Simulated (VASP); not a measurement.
Level of theory: PBE GGA, VASP's PBE PAW potentials (set 64) (plane waves; VASP 6.6.1).

A VASP calculation is set up with these files.

INCAR:
```
ALGO = Normal
EDIFF = 1E-6
EDIFFG = -0.02
ENCUT = 620
GGA = PE
IBRION = 2
ISIF = 3
ISMEAR = 0
LASPH = T
LCHARG = F
LREAL = F
LWAVE = F
NELM = 100
NSW = 40
PREC = Accurate
PSTRESS = 300
SIGMA = 0.05
SYSTEM = SiC
```

POSCAR:
```
SiC
1.0
  0.0000000000   2.1083803544   2.1083803544
  2.1083803544   0.0000000000   2.1083803544
  2.1083803544   2.1083803544   0.0000000000
Si C
1 1
direct
  0.0000000000   0.0000000000   0.0000000000
  0.2500000000   0.2500000000   0.2500000000
```

KPOINTS:
```
Automatic
0
Gamma
  11 11 11
```

POTCAR, in this order: Si C (PBE.64 set). Program: vasp_std.

What VASP printed:

### OSZICAR
```
       N       E                     dE             d eps       ncg     rms          rms(c)
DAV:   1     0.692416096142E+01    0.69242E+01   -0.47407E+03   968   0.992E+02
DAV:   2    -0.166547010937E+02   -0.23579E+02   -0.20701E+02  1280   0.113E+02
DAV:   3    -0.170180822276E+02   -0.36338E+00   -0.36338E+00  1080   0.177E+01
DAV:   4    -0.170189829858E+02   -0.90076E-03   -0.90076E-03  1392   0.949E-01
DAV:   5    -0.170189833418E+02   -0.35606E-06   -0.35606E-06  1080   0.159E-02    0.992E+00
DAV:   6    -0.149680352172E+02    0.20509E+01   -0.78217E+00   960   0.166E+01    0.444E+00
DAV:   7    -0.148781694473E+02    0.89866E-01   -0.49471E-01  1360   0.488E+00    0.197E+00
DAV:   8    -0.148695930835E+02    0.85764E-02   -0.20156E-02   912   0.132E+00    0.154E-01
DAV:   9    -0.148698790932E+02   -0.28601E-03   -0.60639E-04  1448   0.231E-01    0.104E-01
DAV:  10    -0.148699720313E+02   -0.92938E-04   -0.15547E-04  1144   0.106E-01    0.214E-02
DAV:  11    -0.148699730266E+02   -0.99529E-06   -0.22077E-05  1128   0.310E-02    0.462E-03
DAV:  12    -0.148699733260E+02   -0.29938E-06   -0.79871E-07   712   0.761E-03
   1 F= -.11360131E+02 E0= -.11360131E+02  d E =-.113601E+02
```

### OUTCAR
```
------------------------ aborting loop because EDIFF is reached ----------------------------------------
  FORCE on cell =-STRESS in cart. coord.  units (eV):
  Direction    XX          YY          ZZ          XY          YZ          ZX
  --------------------------------------------------------------------------------------
  Total        3.4928647      3.4928647      3.4928647     -0.0000000      0.0000000     -0.0000000
  in kB      298.5488942    298.5488942    298.5488942     -0.0000000      0.0000000     -0.0000000
  external PRESSURE =      -1.4511058 kB  Pullay stress =     300.0000000 kB
  volume of cell :       18.74
      direct lattice vectors                 reciprocal lattice vectors
     0.000000000  2.108380354  2.108380354    -0.237148861  0.237148861  0.237148861
     2.108380354  0.000000000  2.108380354     0.237148861 -0.237148861  0.237148861
     2.108380354  2.108380354  0.000000000     0.237148861  0.237148861 -0.237148861
  FREE ENERGIE OF THE ION-ELECTRON SYSTEM (eV)
  ---------------------------------------------------
  free  energy   TOTEN  =       -14.8699733260 eV

  energy  without entropy=      -14.8699733260  energy(sigma->0) =      -14.86997333
  enthalpy is  TOTEN    =       -11.3601314553 eV   P V=        3.5098418707

 reached required accuracy - stopping structural energy minimisation
```
(Selected blocks of OUTCAR.)

The compound is SiC in the zinc blende structure. It was relaxed first under an external pressure of 30 GPa.
